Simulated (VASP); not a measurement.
An input for Quantum ESPRESSO's pw.x (written as the equivalent of a VASP run, and not itself run):

```
&CONTROL
  calculation = 'vc-relax'
  pseudo_dir = './pseudo'
  outdir = './out'
  tprnfor = .true.
  tstress = .true.
  nstep = 60
  forc_conv_thr = 0.00039
/
&SYSTEM
  ibrav = 0
  nat = 2
  ntyp = 1
  ecutwfc = 100
  occupations = 'smearing'
  smearing = 'methfessel-paxton'
  degauss = 0.00735
  input_dft = 'vdw-df2'
/
&ELECTRONS
  conv_thr = 7.3e-08
  electron_maxstep = 100
/
&IONS
/
&CELL
/
ATOMIC_SPECIES
  Lu 174.967 Lu.upf
CELL_PARAMETERS angstrom
     1.7759157   -3.0759763    0.0000000
     1.7759157    3.0759763   -0.0000000
    -0.0000000   -0.0000000    5.5447286
ATOMIC_POSITIONS crystal
  Lu   0.3333330  0.6666670  0.2500000
  Lu   0.6666670  0.3333330  0.7500000
K_POINTS automatic
  11 11 6 0 0 0
```

Task: Write the VASP files for the same calculation (vdW-DF2).

Result: One answer among several that fit: 
POSCAR:
```
Lu
1
    1.7759157201    -3.0759763478     0.0000000000
    1.7759157201     3.0759763478    -0.0000000000
   -0.0000000000    -0.0000000000     5.5447285743
Lu
2
Direct
  0.3333330000   0.6666670000   0.2500000000
  0.6666670000   0.3333330000   0.7500000000
```

INCAR:
```
AGGAC = 0.0
ALGO = Normal
EDIFF = 1E-6
EDIFFG = -0.01
ENCUT = 520
GGA = ML
IBRION = 2
ISIF = 3
ISMEAR = 1
LASPH = T
LCHARG = F
LMAXMIX = 6
LREAL = F
LUSE_VDW = T
LWAVE = F
NELM = 100
NSW = 60
PREC = Accurate
SIGMA = 0.1
SYSTEM = Lu
ZAB_VDW = -1.8867
```

### KPOINTS
```
Regular mesh
0
gamma
11 11 6
```

POTCAR, in this order: Lu_3 (PBE.64 set). Program: vasp_std.

What does not carry over: the potentials are each code's own (VASP's PAW set, PseudoDojo norm-conserving files in pw.x), so ENCUT and ecutwfc are chosen apart and not converted; conv_thr bounds pw.x's estimated SCF error, while EDIFF bounds the energy change between steps; forc_conv_thr acts on force components and is met together with etot_conv_thr.

The compound is Lu in the hcp structure. It was relaxed first. The start is the result of an earlier pass.
